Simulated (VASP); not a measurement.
NaH (rock salt), at 1.04 of the tabulated volume:

```
CELL_PARAMETERS angstrom
      0.00000     2.47211     2.47211
      2.47211     0.00000     2.47211
      2.47211     2.47211     0.00000
ATOMIC_POSITIONS crystal
  Na 0.00000 0.00000 0.00000
  H  0.50000 0.50000 0.50000
```

The lowest empty band near L, direction along the valley's axis, from mBJ (TB09) with spin-orbit coupling in VASP (PAW); its two spin partners are averaged. The gap over the points computed is 6.48 eV, and the next band on that side lies 6.36 eV away at the edge.

Settings: 400 eV cut-off, 10×10×10 Γ-centred mesh, Gaussian smearing of 0.050 eV, potentials Na_pv H.

```
distance from the edge in k (1/Å)  distance in energy (meV)
---------------------------------  ------------------------
0.018                                                   3.4
0.025                                                   6.6
0.035                                                  12.9
0.050                                                  26.2
0.070                                                  51.2
```

Q: Fit E(1 + αE) = ħ²k²/2m* (ħ²/2m0 = 3.810 eV Å²) and predict the row at 0.095 1/Å.

A: The rows don't resolve α, so a parabola serves: the electron mass is m* = 0.364 m0, and so 94.4 meV. The run gave 93.9 meV, -0.5 meV from the fit.

Left out are points under 3 meV from the edge, since the levels carry 0.1 meV, and points farther than half the way to the next band.

The compound is NaH in the rock salt structure. The cell was not relaxed at this level.
